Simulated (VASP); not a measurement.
# Sc12C (a cell with a defect): single point with PBEsol

The system is Sc12C (a cell with a defect).

```
Sc C
1.0
     6.62000    0.00000    0.00000
    -4.96500    8.59963    0.00000
     0.00000    0.00000    5.27614
Sc C
12 1
Direct
  0.00095 0.99740 0.00361
  0.16823 0.22292 0.49262
  0.97704 0.32326 0.00035
  0.16312 0.55640 0.49231
  0.00438 0.67317 0.00211
  0.16234 0.88540 0.50387
  0.49532 0.99724 0.00514
  0.66318 0.21856 0.50482
  0.50946 0.32466 0.00045
  0.67114 0.55657 0.49231
  0.51338 0.68555 0.00036
  0.67385 0.89406 0.50449
  0.33527 0.44747 0.06677
```

The cell was built by a generator and needn't be a form met in nature.

```
Program             : VASP 6.6.1
Task                : single point
Functional          : PBEsol
Potentials or basis : VASP PAW PBE potentials, release 64 (Sc_sv, C)
Cutoff              : 520 eV
k mesh              : 3 × 2 × 3
Occupations         : gaussian, width 0.1 eV
Spin                : no spin polarisation
```

* Pressure: -1.6 GPa
* Largest force: 1.269 eV/Å
* Band gap on the k mesh: none (metal or under the smearing width)

Forces on the atoms (eV/Å):
```
Sc   0.007 -0.018 -0.035
Sc   0.004  0.012 -0.250
Sc   0.039  0.028 -0.102
Sc   0.057 -0.023 -0.265
Sc   0.005 -0.003 -0.067
Sc   0.012 -0.006 -0.032
Sc  -0.007 -0.003 -0.006
Sc  -0.006  0.010 -0.009
Sc  -0.058  0.034 -0.100
Sc  -0.044 -0.031 -0.266
Sc   0.000  0.006 -0.117
Sc  -0.008 -0.007 -0.020
C   -0.001  0.000  1.269
```

Stress tensor (GPa, compression positive):
```
-0.89  0.02  0.00
 0.02 -0.75 -0.01
 0.00 -0.01 -3.31
```

Levels at points of the mesh, in eV from the Fermi level:
| k point | band 66 | band 67 | band 68 | band 69 | band 70 | band 71 |
| --- | --- | --- | --- | --- | --- | --- |
| (0.00, 0.00, 0.00) | -0.48 | -0.36 | -0.31 | -0.25 | 0.10 | 0.21 |
| (0.00, 0.50, 0.00) | -0.45 | -0.34 | -0.26 | -0.20 | -0.02 | 0.04 |

Run time: 6.9 min on 1 thread of Intel(R) Xeon(R) 6975P-C (Granite Rapids) (shared host), peak memory 0.49 GiB.

Caveat: the k mesh is coarse (spacing up to 0.40 Å⁻¹), so the values aren't converged; the PAW data sets were made with another functional, which shifts forces and pressure a little.
